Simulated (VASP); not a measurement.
Y:

```
Y
1.0
     3.64257    0.00000    0.00000
    -1.82128    3.15456    0.00000
     0.00000    0.00000    5.87916
Y
2
Direct
  0.33333 0.66667 0.25000
  0.66667 0.33333 0.75000
```

```yaml
Program: VASP 6.6.1
Task: relaxation of cell and atoms
Functional: PBEsol
Potentials_or_basis: VASP PAW PBE potentials, release 64 (Y_sv)
Cutoff: 480 eV
k_mesh: 15 × 15 × 8
Occupations: gaussian, width 0.1 eV
Spin: no spin polarisation
```

At the start: pressure -3.0 GPa; volume 33.78 Å³/atom.

Question: Where does the relaxation end?

Answer: Over 11 steps the energy falls by 31.4 meV/atom and the volume is 31.21 Å³/atom (-7.6 %); space group P6_3/mmc (No. 194, to 0.05 Å).

The path:
| step | energy change (eV) | largest force (eV/Å) | pressure (GPa) | volume (Å³) |
| --- | --- | --- | --- | --- |
| 1 | 0.0000 | 0.0000 | -2.98 | 67.56 |
| 2 | -0.0591 | 0.0000 | 0.56 | 61.58 |
| 3 | -0.0597 | 0.0000 | 0.19 | 62.11 |
| 4 | -0.0622 | 0.0000 | 0.10 | 62.26 |
| 5 | -0.0628 | 0.0000 | 0.03 | 62.39 |
| 6 | -0.0628 | 0.0000 | 0.04 | 62.38 |
| 7 | -0.0628 | 0.0000 | 0.04 | 62.37 |
| 8 | -0.0628 | 0.0000 | -0.01 | 62.45 |
| 9 | -0.0628 | 0.0000 | 0.03 | 62.42 |
| 10 | -0.0628 | 0.0000 | -0.02 | 62.44 |
| 11 | -0.0628 | 0.0000 | 0.00 | 62.43 |

Final structure:
```cif
data_structure
_symmetry_space_group_name_H-M 'P 1'
_symmetry_Int_Tables_number 1
_cell_length_a 3.5948
_cell_length_b 3.5948
_cell_length_c 5.5783
_cell_angle_alpha 90.000
_cell_angle_beta 90.000
_cell_angle_gamma 120.000
_cell_volume 62.43
loop_
_atom_site_label
_atom_site_type_symbol
_atom_site_fract_x
_atom_site_fract_y
_atom_site_fract_z
_atom_site_occupancy
Y1 Y 0.33333 0.66667 0.25000 1
Y2 Y 0.66667 0.33333 0.75000 1
```

Caveat: the PAW data sets were made with another functional, which shifts forces and pressure a little.
